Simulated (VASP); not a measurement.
Output of a VASP run:

### OUTCAR
```
 ion  position               nearest neighbor table
   1  0.000  0.000  0.000-   3 2.85   4 2.85   5 2.85   3 2.85   4 2.85   4 2.85   5 2.85   4 2.85
                             3 2.85   5 2.85   3 2.85   5 2.85   2 3.50   2 3.50   2 3.50   2 3.50
   2  0.500  0.500  0.500-   3 2.02   4 2.02   5 2.02   5 2.02   3 2.02   4 2.02   1 3.50   1 3.50
                             1 3.50   1 3.50   1 3.50   1 3.50   1 3.50   1 3.50
   3  0.500  0.000  0.500-   2 2.02   2 2.02   1 2.85   1 2.85   1 2.85   1 2.85
   4  0.000  0.500  0.500-   2 2.02   2 2.02   1 2.85   1 2.85   1 2.85   1 2.85
   5  0.500  0.500  0.000-   2 2.02   2 2.02   1 2.85   1 2.85   1 2.85   1 2.85
  LATTYP: Found a simple cubic cell.
 ALAT       =     4.0370163426
 Subroutine PRICEL returns:
 Original cell was already a primitive cell.
 Subroutine GETGRP returns: Found 48 space group operations
The static configuration has the point symmetry O_h .
The dynamic configuration has the point symmetry O_h .
 Subroutine INISYM returns: Found 48 space group operations
 Subroutine IBZKPT returns following result:
 Found     10 irreducible k-points:

 Following reciprocal coordinates:
            Coordinates               Weight
  0.000000  0.000000  0.000000      1.000000
  0.200000  0.000000  0.000000      6.000000
  0.400000  0.000000  0.000000      6.000000
  0.200000  0.200000  0.000000     12.000000
  0.400000  0.200000  0.000000     24.000000
  0.400000  0.400000  0.000000     12.000000
  0.200000  0.200000  0.200000      8.000000
  0.400000  0.200000  0.200000     24.000000
  0.400000  0.400000  0.200000     24.000000
  0.400000  0.400000  0.400000      8.000000
   k-points           NKPTS =     10   k-points in BZ     NKDIM =     10   number of bands    NBANDS=     20
   number of dos      NEDOS =    301   number of ions     NIONS =      5
   total plane-waves  NPLWV =  27000
   dimension x,y,z NGX =    30 NGY =   30 NGZ =   30
   dimension x,y,z NGXF=    60 NGYF=   60 NGZF=   60
   ions per type =               1   1   3
   PREC   = accura    normal or accurate (medium, high low for compatibility)
   ISTART =      0    job   : 0-new  1-cont  2-samecut
   ICHARG =      2    charge: 1-file 2-atom 10-const
   ISPIN  =      1    spin polarized calculation?
   LNONCOLLINEAR =      F non collinear calculations
   LSORBIT =      F    spin-orbit coupling
   INIWAV =      1    electr: 0-lowe 1-rand  2-diag
   ENCUT  =  520.0 eV  38.22 Ry    6.18 a.u.   7.51  7.51  7.51*2*pi/ulx,y,z
   NELM   =    100;   NELMIN=  2; NELMDL= -5     # of ELM steps
   EDIFF  = 0.1E-05   stopping-criterion for ELM
   LREAL  =      F    real-space projection
   NLSPLINE    = F    spline interpolate recip. space projectors
   LMAXMIX     =    2 max onsite mixed and CHGCAR
   VOSKOWN=      0    Vosko Wilk Nusair interpolation
   EDIFFG = -.2E-01   stopping-criterion for IOM
   NSW    =     60    number of steps for IOM
   NBLOCK =      1;   KBLOCK =     60    inner block; outer block
   IBRION =      2    ionic relax: 0-MD 1-quasi-New 2-CG
   NFREE  =      1    steps in history (QN), initial steepest desc. (CG)
   ISIF   =      3    stress and relaxation
   ISYM   =      2    0-nonsym 1-usesym 2-fastsym
   TEIN   =    0.0    initial temperature
   TEBEG  =    0.0;   TEEND  =   0.0 temperature during run
   SMASS  =  -3.00    Nose mass-parameter (am)
   PSTRESS=    0.0 pullay stress
   NELECT =      32.0000    total number of electrons
   EFERMI =   0.00;   METHOD = LEGACY
   ISMEAR =     0;   SIGMA  =   0.05  broadening in eV -4-tet -1-fermi 0-gaus
   IALGO  =     38    algorithm
   LDIAG  =      T    sub-space diagonalisation (order eigenvalues)
   IMIX   =      4    mixing-type and parameters
     AMIX     =   0.40;   BMIX     =  1.00
     AMIX_MAG =   1.60;   BMIX_MAG =  1.00
     AMIN     =   0.10
   GGA     = PE    functional components
   VOSKOWN =     0    Vosko Wilk Nusair interpolation
   LHFCALC =     F    Hartree Fock is set to
   LHFONE  =     F    Hartree Fock one center treatment
   AEXX    =    0.0000 exact exchange contribution
   IVDW    =     0    specifies the selected vdW correction
   LEPSILON=     F    determine dielectric tensor
   LRPA    =     F    only Hartree local field effects (RPA)
  energy-cutoff  :      520.00
...
```

File OSZICAR:
```
       N       E                     dE             d eps       ncg     rms          rms(c)
DAV:   1     0.251412585239E+03    0.25141E+03   -0.17801E+04   400   0.156E+03
DAV:   2    -0.141747657617E+02   -0.26559E+03   -0.25746E+03   548   0.388E+02
DAV:   3    -0.262469758050E+02   -0.12072E+02   -0.12036E+02   480   0.816E+01
DAV:   4    -0.266647856500E+02   -0.41781E+00   -0.41714E+00   704   0.124E+01
DAV:   5    -0.266660442188E+02   -0.12586E-02   -0.12585E-02   472   0.701E-01    0.896E+00
DAV:   6    -0.244571137141E+02    0.22089E+01   -0.96126E+00   448   0.225E+01    0.368E+00
DAV:   7    -0.244478543417E+02    0.92594E-02   -0.24230E-01   536   0.333E+00    0.233E+00
DAV:   8    -0.244476451899E+02    0.20915E-03   -0.71908E-02   460   0.293E+00    0.280E-01
DAV:   9    -0.244475472642E+02    0.97926E-04   -0.13321E-02   496   0.847E-01    0.118E-01
DAV:  10    -0.244478934720E+02   -0.34621E-03   -0.12748E-03   532   0.280E-01    0.661E-02
DAV:  11    -0.244479293317E+02   -0.35860E-04   -0.17585E-04   480   0.103E-01    0.283E-02
DAV:  12    -0.244479097918E+02    0.19540E-04   -0.10046E-04   456   0.685E-02    0.175E-03
DAV:  13    -0.244479101161E+02   -0.32433E-06   -0.16295E-06   352   0.106E-02
   1 F= -.24447910E+02 E0= -.24447910E+02  d E =-.244479E+02
       N       E                     dE             d eps       ncg     rms          rms(c)
DAV:   1    -0.244579312240E+02   -0.10021E-01   -0.18756E-01   420   0.408E+00    0.764E-01
DAV:   2    -0.244490451162E+02    0.88861E-02   -0.41954E-02   428   0.162E+00    0.142E-01
DAV:   3    -0.244485875006E+02    0.45762E-03   -0.83137E-04   576   0.250E-01    0.819E-02
DAV:   4    -0.244484902677E+02    0.97233E-04   -0.35811E-04   708   0.114E-01    0.631E-02
DAV:   5    -0.244484942083E+02   -0.39406E-05   -0.38072E-05   612   0.471E-02    0.136E-02
DAV:   6    -0.244484914204E+02    0.27879E-05   -0.14122E-05   580   0.300E-02    0.435E-03
DAV:   7    -0.244484905653E+02    0.85512E-06   -0.10160E-06   388   0.558E-03
   2 F= -.24448491E+02 E0= -.24448491E+02  d E =-.580449E-03
```

### OUTCAR
```
------------------------ aborting loop because EDIFF is reached ----------------------------------------
  FORCE on cell =-STRESS in cart. coord.  units (eV):
  Direction    XX          YY          ZZ          XY          YZ          ZX
  --------------------------------------------------------------------------------------
  Total        0.0273202      0.0273202      0.0273202      0.0000000     -0.0000000     -0.0000000
  in kB        0.6616701      0.6616701      0.6616701      0.0000000     -0.0000000     -0.0000000
  external PRESSURE =       0.6616701 kB  Pullay stress =       0.0000000 kB
  volume of cell :       66.15
      direct lattice vectors                 reciprocal lattice vectors
     4.044369078  0.000000000  0.000000000     0.247257355 -0.000000000  0.000000000
     0.000000000  4.044369078 -0.000000000    -0.000000000  0.247257355 -0.000000000
     0.000000000  0.000000000  4.044369078    -0.000000000  0.000000000  0.247257355
 POSITION                                       TOTAL-FORCE (eV/Angst)
 -----------------------------------------------------------------------------------
      0.00000      0.00000      0.00000        -0.000000     -0.000000      0.000000
      2.02218      2.02218      2.02218        -0.000000     -0.000000      0.000000
      2.02218      0.00000      2.02218        -0.000000      0.000000      0.000000
      0.00000      2.02218      2.02218         0.000000      0.000000      0.000000
      2.02218      2.02218     -0.00000        -0.000000     -0.000000      0.000000
 -----------------------------------------------------------------------------------
    total drift:                                0.000000      0.000000     -0.000000
  FREE ENERGIE OF THE ION-ELECTRON SYSTEM (eV)
  ---------------------------------------------------
  free  energy   TOTEN  =       -24.4484905653 eV

  energy  without entropy=      -24.4484905653  energy(sigma->0) =      -24.44849057

 reached required accuracy - stopping structural energy minimisation
```
(Selected blocks of OUTCAR.)

POSCAR:
```
KMgF3
1
    4.0370163426    -0.0000000000    -0.0000000000
    0.0000000000     4.0370163426    -0.0000000000
   -0.0000000000    -0.0000000000     4.0370163426
K Mg F
1 1 3
Direct
  0.0000000000   0.0000000000   0.0000000000
  0.5000000000   0.5000000000   0.5000000000
  0.5000000000   0.0000000000   0.5000000000
  0.0000000000   0.5000000000   0.5000000000
  0.5000000000   0.5000000000   0.0000000000
```

Problem. Reconstruct the remaining input files.

Solution. This is not unique; one that fits is the input of the run itself, PBE GGA, plane waves, VASP's PBE PAW potentials (set 64).

**KPOINTS**
```
K-points
0
Gamma
5 5 5
0 0 0
```

INCAR:
```
SYSTEM=KMgF3
PREC=Accurate; ENCUT=520; LREAL=.False.
LASPH=.True.
EDIFF=1E-6; NELM=100; ALGO=Normal
ISMEAR=0; SIGMA=0.05
GGA=PE
IBRION=2; NSW=60; ISIF=3
EDIFFG=-0.02
LWAVE=.False.; LCHARG=.False.
```

POTCAR, in this order: K_sv Mg F (PBE.64 set). Program: vasp_std.

The compound is KMgF3 in the cubic perovskite structure. This run relaxes it. Symmetry was kept, so distortions that lower it aren't found. The start is the result of an earlier pass.
